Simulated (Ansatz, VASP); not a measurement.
## O (O2 molecule) in two plane-wave programs

Wanted: the spread between two codes on one cell, functional and k mesh. The cell is taken from a series of runs on this material, whose earlier steps may have relaxed, scaled, displaced or heated it; both programs get it as it stands.

Calculated with Ansatz 0.2.0; plane waves, with VASP 6.6.1 beside it; relaxation of the atoms at PBE.

### 1. The starting structure

The cell holds 2 atoms: 2 O. Cell: a = 12.000 Å, b = 12.500 Å, c = 13.000 Å, α = 90.0°, β = 90.0°, γ = 90.0°. Vacuum lies along a, b and c.

### 2. Ansatz: relaxation of the atoms, PBE

Ansatz runs on its default PAW (the set named soft_2) files.

A relaxation sums small force errors into a geometry.

The input, input.yaml:

```yaml
crystal:
  lattice:
    - [12.0, 0.0, 0.0]
    - [0.0, 12.5, 0.0]
    - [0.0, 0.0, 13.0]
  atoms:
    - { symbol: O, position: [0.45, 0.47, 0.4526923077], spin: 1.0 }
    - { symbol: O, position: [0.45, 0.47, 0.5473076923], spin: 1.0 }
magnetization:
  spin_polarized: true
  initial_magnetization: 2
  spin_locking: { lock_magnetization: hard }
basis:
  ecutwfc: 420
  xc_grid: 2
hamiltonian:
  xc: pbe
kpoints:
  mp_grid: { grid: [1, 1, 1] }
scf:
  occupations: { method: fixed }
  max_iter: 150
output:
  forces: true
relax:
  f_tol: 0.01
  max_steps: 60
checkpoint:
  write: "../pbe.run"
  compress: false
  write_wavefunctions: false
  write_every: 100000
```

Launch:

```sh
ansatz run input.yaml --threads 1 --pin off --max-ram 2826MiB --backend cpu --events-out ev --progress --plain --runs-dir out
```

Numbers of over 12 decimals in the logs are rounded to 6 here.

The log of the run:

```text
Engine: ansatz 0.2.0, x86_64-unknown-linux-gnu
Pseudopotentials: kind: paw
Pseudopotential: O, paw, valence charge 6, recommended cutoff 420 eV (normal), O.paw.azcp
Functional definition: PBE
  parameter kappa = 0.804
  parameter beta = 0.066725
  exchange = pbe_x(kappa = kappa, mu = beta*pi^2/3)
  correlation = pbe_c(beta = beta)
Crystal: 2 atoms, lattice volume = 1950.000 Å³
Basis set: ecut = 420 eV, 38063 PW (Γ), exchange–correlation on 162×180×180 points (8 copies of the dense FFT grid, shifted against one another)
Bands: 11, of which v1, the nominal top of the filled ones, is band 6 counted from 1 (5 counted from 0)
Symmetry: 8 space group operations
Space group: Pmmm (ITA 47), of the structure as read, at distance tolerance 1.2e-4 Å
Magnetic group: BNS 47.249 (UNI 347), of the structure as read, at distance tolerance 1.2e-4 Å
k-points: 1
Non-local potential: O, projectors of the file, l = 0: 2, l = 1: 2, l = 2: 1
PAW form: soft (Blöchl's): semilocal exchange-correlation on the pseudo side does not see the compensation charge
PAW one-centre angular grid: O, 110 points (default); XC on 64 Gauss nodes
Initial density: superposition of atomic densities (neutral atoms: chi_scale 0, normalization atom)
Starting moments: Σ|m| = 2 μB on 2 of 2 sites
Initial wavefunctions: pseudopotential atomic-orbital guess
Functional: x = pbe(κ = 0.804, μ = 0.219515), c = pbe(β = 0.066725)
SCF iter   1: F=—  HF=-1129.780992 eV  |F-HF|=—  |Δ(HF+E_count)|=         —  Δρ=8.78e-3 (↑8.78e-3 ↓4.57e-3)  dr2=5.66e-1  dr2_m=5.21e-1  M=2.000 μB ∫|m|=2.019 μB  β_m=0.30  ethr=3.10e-3  ⟨swp⟩=5.0  Hψ=127  notcnv=0  defer=3
preconditioner: auto → Resta (q_TF=auto, 1.168 Å⁻¹)  ε∞=1.0  [insulator: Δε(μ)=6.339 eV  Ē_g=10.749 eV  n_scr=56 (ndim 8)  ℏωp=2.4 eV  f_vac=0.953  ε∞_Penn≈1.0  vacuum switching on, ρ_ref=8.4e-3 e/Å³]
spin=Collinear: Resta preconditioning applied to the charge; magnetization (m = ρ↑ − ρ↓) channel mixes plain (no charge-response kernel on spin).
SCF iter   2: F=—  HF=-1129.790635 eV  |F-HF|=—  |Δ(HF+E_count)|=   9.64e-3  Δρ=5.86e-3 (↑5.86e-3 ↓3.19e-3)  dr2=1.74e-1  dr2_m=2.72e-1  M=2.000 μB ∫|m|=2.025 μB  β_m=0.57  ethr=3.10e-3  ⟨swp⟩=2.5  Hψ=46  notcnv=0
SCF iter   3: F=—  HF=-1129.924479 eV  |F-HF|=—  |Δ(HF+E_count)|=   1.34e-1  Δρ=8.33e-4 (↑8.33e-4 ↓6.94e-4)  dr2=9.49e-4  dr2_m=9.60e-3  M=2.000 μB ∫|m|=2.044 μB  β_m=0.68  ethr=1.45e-3  ⟨swp⟩=2.5  Hψ=37  notcnv=0  defer=2
SCF iter   4: F=—  HF=-1129.931605 eV  |F-HF|=—  |Δ(HF+E_count)|=   7.13e-3  Δρ=1.10e-4 (↑5.09e-5 ↓1.10e-4)  dr2=1.40e-4  dr2_m=7.70e-5  M=2.000 μB ∫|m|=2.050 μB  β_m=0.67  ethr=7.91e-6  ⟨swp⟩=3.5  Hψ=59  notcnv=0  defer=6
SCF iter   5: F=—  HF=-1129.931612 eV  |F-HF|=—  |Δ(HF+E_count)|=   7.04e-6  Δρ=4.47e-5 (↑4.47e-5 ↓2.57e-5)  dr2=8.74e-6  dr2_m=1.85e-5  M=2.000 μB ∫|m|=2.050 μB  β_m=0.77  ethr=1.17e-6  ⟨swp⟩=2.0  Hψ=36  notcnv=0  defer=6
SCF iter   6: F=—  HF=-1129.931619 eV  |F-HF|=—  |Δ(HF+E_count)|=   7.26e-6  Δρ=7.32e-6 (↑5.49e-6 ↓7.32e-6)  dr2=2.42e-7  dr2_m=6.20e-7  M=2.000 μB ∫|m|=2.051 μB  β_m=0.88  ethr=2.08e-8  ⟨swp⟩=4.0  Hψ=63  notcnv=0
SCF iter   7: F=-1129.931620 eV  HF=-1129.931620 eV  |F-HF|=3.06e-9  |Δ(HF+E_count)|=   3.32e-7  Δρ=7.18e-7 (↑7.18e-7 ↓6.63e-7)  dr2=1.28e-9  dr2_m=7.36e-9  M=2.000 μB ∫|m|=2.051 μB  ethr=2.01e-9  ⟨swp⟩=3.5  Hψ=55  notcnv=0
SCF 1 converged in 7 iterations: F = -1129.931620 eV  dr2 = 1.28e-9
  greatest PAW one-centre occupation: 0.885 electrons in one spin orbital (limit 2), on the O atom at site 1 (counted from 0), in its partial waves of l = 0
relax step   1: F+E_penalty+E_count = -1129.93161953 eV  Δ(F+E_penalty+E_count) = +0.000e0 eV  max|allowed force component| = 7.898e-1 eV/Å  Δτ_max = 0.0000 Å  (7 SCF iters, dr2 threshold 2.50e-6 eV, accepted)
[...]
relax step   2: F+E_penalty+E_count = -1129.93589384 eV  Δ(F+E_penalty+E_count) = -4.274e-3 eV  max|allowed force component| = 2.521e-1 eV/Å  Δτ_max = 0.0041 Å  (4 SCF iters, dr2 threshold 3.90e-5 eV, accepted)
[...]
relax step   3: F+E_penalty+E_count = -1129.93635990 eV  Δ(F+E_penalty+E_count) = -4.661e-4 eV  max|allowed force component| = 7.655e-3 eV/Å  Δτ_max = 0.0019 Å  (4 SCF iters, dr2 threshold 3.97e-6 eV, accepted)
[...]
relax step   4: F+E_penalty+E_count = -1129.93635990 eV  Δ(F+E_penalty+E_count) = -5.133e-9 eV  max|allowed force component| = 7.492e-3 eV/Å  Δτ_max = 0.0000 Å  (2 SCF iters, accepted)
SCF converged after 2 iterations
Magnetization: 2.0000 μB (7.0000 up, 5.0000 down)
Absolute magnetization: 2.0509 μB (∫|ρ↑−ρ↓|, with the PAW one-centre terms)
Spin contamination: 0.0046 ħ² per cell (⟨S²⟩ above its minimum at these occupations)
Per-site moments (μB) at R_I (Å): [(0.556685, 0.502445), (0.556685, 0.502445)]
Free energy (F): -1129.936360 eV
Harris-Foulkes:  -1129.936360 eV  (|F-HF|=2.51e-9)
Internal energy: -1129.936360 eV  (E = F + TS)
E sigma→0 (E₀):  -1129.936360 eV
Fermi energy:    -6.795321 (↑ -6.795321, ↓ -11.504083) eV
--- Per-component energies (eV) ---
  E_band       = -192.589074
  E_kinetic    = 341.064961
  E_local      = -2225.004353  (includes V_loc(G=0)·N_el)
  E_nonlocal   = 97.886417
  E_hartree    = 922.830716
  E_xc         = -143.047262
  E_vxc        = -182.081987  (∫ρ·V_xc dr)
  E_paw        = -314.876302  (= ΣΔE_a)
  E_vpaw       = -70.121335  (= ΣTr[D̂ρ^β])
  E_aug_tail   = 0.004705  (compensation charges beyond the density's cutoff)
  E_ewald      = 191.204759
  E_smearing   = -0.000000  (= −TS)
  E_closure    = -0.000000  (closes the sum)
  Σ components = -1129.936360   (vs F -1129.936360, Δ=0.00e0)
--- Forces (eV/Å), atoms counted from 1 ---
  atom   1  O     -0.00000000     0.00000000    -0.00749233
  atom   2  O      0.00000000    -0.00000000     0.00749233
  max |Σ_I F_I| component: 6.20e-25 eV/Å
--- The result so far, ahead of a search for a lower minimum behind the relaxation; the run's own can be another ---
--- Relaxed structure (4 steps of the walk, 4 accepted, 0 SCFs on fresh bases) ---
  F+E_penalty+E_count = -1129.93635990 eV   max|allowed force component| = 7.492e-3 eV/Å
  atoms:
    - { symbol: O, position: [0.45, 0.470000, 0.453152] }
    - { symbol: O, position: [0.45, 0.470000, 0.546848] }
--- Search for a lower minimum behind the relaxation: the rows below count on from the relaxation's ---
SCF iter   1: F=—  HF=-1129.787870 eV  |F-HF|=—  |Δ(HF+E_count)|=         —  Δρ=8.79e-3 (↑8.79e-3 ↓4.63e-3)  dr2=5.82e-1  dr2_m=5.26e-1  M=2.000 μB ∫|m|=2.018 μB  β_m=0.30  ethr=3.10e-3  ⟨swp⟩=5.0  Hψ=122  notcnv=0  defer=3
preconditioner: auto → Resta (q_TF=auto, 1.168 Å⁻¹)  ε∞=1.0  [insulator: Δε(μ)=6.528 eV  Ē_g=10.882 eV  n_scr=56 (ndim 8)  ℏωp=2.4 eV  f_vac=0.953  ε∞_Penn≈1.0  vacuum switching on, ρ_ref=8.6e-3 e/Å³]
spin=Collinear: Resta preconditioning applied to the charge; magnetization (m = ρ↑ − ρ↓) channel mixes plain (no charge-response kernel on spin).
SCF iter   2: F=—  HF=-1129.794026 eV  |F-HF|=—  |Δ(HF+E_count)|=   6.16e-3  Δρ=5.85e-3 (↑5.85e-3 ↓3.22e-3)  dr2=1.77e-1  dr2_m=2.74e-1  M=2.000 μB ∫|m|=2.025 μB  β_m=0.56  ethr=3.10e-3  ⟨swp⟩=2.5  Hψ=46  notcnv=0
SCF iter   3: F=—  HF=-1129.928789 eV  |F-HF|=—  |Δ(HF+E_count)|=   1.35e-1  Δρ=8.53e-4 (↑8.53e-4 ↓7.13e-4)  dr2=9.78e-4  dr2_m=1.01e-2  M=2.000 μB ∫|m|=2.043 μB  β_m=0.68  ethr=1.48e-3  ⟨swp⟩=2.5  Hψ=37  notcnv=0  defer=2
SCF iter   4: F=—  HF=-1129.936273 eV  |F-HF|=—  |Δ(HF+E_count)|=   7.48e-3  Δρ=1.12e-4 (↑5.05e-5 ↓1.12e-4)  dr2=1.36e-4  dr2_m=8.12e-5  M=2.000 μB ∫|m|=2.049 μB  β_m=0.67  ethr=8.15e-6  ⟨swp⟩=3.5  Hψ=59  notcnv=0  defer=6
SCF iter   5: F=—  HF=-1129.936283 eV  |F-HF|=—  |Δ(HF+E_count)|=   1.01e-5  Δρ=4.40e-5 (↑4.40e-5 ↓2.61e-5)  dr2=8.09e-6  dr2_m=1.84e-5  M=2.000 μB ∫|m|=2.050 μB  β_m=0.78  ethr=1.13e-6  ⟨swp⟩=2.0  Hψ=36  notcnv=0  defer=6
SCF iter   6: F=—  HF=-1129.936360 eV  |F-HF|=—  |Δ(HF+E_count)|=   7.65e-5  Δρ=6.97e-6 (↑4.13e-6 ↓6.97e-6)  dr2=3.47e-7  dr2_m=4.53e-7  M=2.000 μB ∫|m|=2.050 μB  β_m=0.87  ethr=6.74e-8  ⟨swp⟩=2.0  Hψ=31  notcnv=0  defer=6
SCF iter   7: F=-1129.936360 eV  HF=-1129.936360 eV  |F-HF|=2.27e-9  |Δ(HF+E_count)|=   1.88e-7  Δρ=6.30e-7 (↑6.30e-7 ↓6.04e-7)  dr2=9.68e-10  dr2_m=5.98e-9  M=2.000 μB ∫|m|=2.050 μB  ethr=8.33e-10  ⟨swp⟩=2.5  Hψ=49  notcnv=0
SCF 1 converged in 7 iterations: F = -1129.936360 eV  dr2 = 9.68e-10
iteration 7: the least curvature of the free energy that was read at this close is 0.734 (0.881 in the run's own bands): not negative
SCF converged after 2 iterations
Magnetization: 2.0000 μB (7.0000 up, 5.0000 down)
Absolute magnetization: 2.0509 μB (∫|ρ↑−ρ↓|, with the PAW one-centre terms)
Spin contamination: 0.0046 ħ² per cell (⟨S²⟩ above its minimum at these occupations)
Per-site moments (μB) at R_I (Å): [(0.556685, 0.502445), (0.556685, 0.502445)]
Free energy (F): -1129.936360 eV
Harris-Foulkes:  -1129.936360 eV  (|F-HF|=2.51e-9)
Internal energy: -1129.936360 eV  (E = F + TS)
E sigma→0 (E₀):  -1129.936360 eV
Fermi energy:    -6.795321 (↑ -6.795321, ↓ -11.504083) eV
--- Per-component energies (eV) ---
  E_band       = -192.589074
  E_kinetic    = 341.064961
  E_local      = -2225.004353  (includes V_loc(G=0)·N_el)
  E_nonlocal   = 97.886417
  E_hartree    = 922.830716
  E_xc         = -143.047262
  E_vxc        = -182.081987  (∫ρ·V_xc dr)
  E_paw        = -314.876302  (= ΣΔE_a)
  E_vpaw       = -70.121335  (= ΣTr[D̂ρ^β])
  E_aug_tail   = 0.004705  (compensation charges beyond the density's cutoff)
  E_ewald      = 191.204759
  E_smearing   = -0.000000  (= −TS)
  E_closure    = -0.000000  (closes the sum)
  Σ components = -1129.936360   (vs F -1129.936360, Δ=0.00e0)
--- Forces (eV/Å), atoms counted from 1 ---
  atom   1  O     -0.00000000     0.00000000    -0.00749233
  atom   2  O      0.00000000    -0.00000000     0.00749233
  max |Σ_I F_I| component: 6.20e-25 eV/Å
--- Relaxed structure (4 steps of the walk, 4 accepted, 0 SCFs on fresh bases) ---
  F+E_penalty+E_count = -1129.93635990 eV   max|allowed force component| = 7.492e-3 eV/Å
  atoms:
    - { symbol: O, position: [0.45, 0.470000, 0.453152] }
    - { symbol: O, position: [0.45, 0.470000, 0.546848] }
```

In the SCF lines HF is the Harris–Foulkes energy and dr2 the Hartree energy of the density residual, in eV; the loop may stop once dr2 is under the threshold and the program's other checks hold. Hψ counts applications of the Hamiltonian.

(Continued in part 2 of 2.)

[Lines on the potential files, build, host, timing and source positions are cut from VASP's logs without a mark.]

[Logs are printed without paths, hosts, clocks, repeated set-up lines and the standing remarks that a program may print on its own settings, such as how far it seeks lower states.]

[Hosts, paths, dates, database ids (printed as entryN), source tags and the programs' standing remarks are cut or masked in the printed files.]
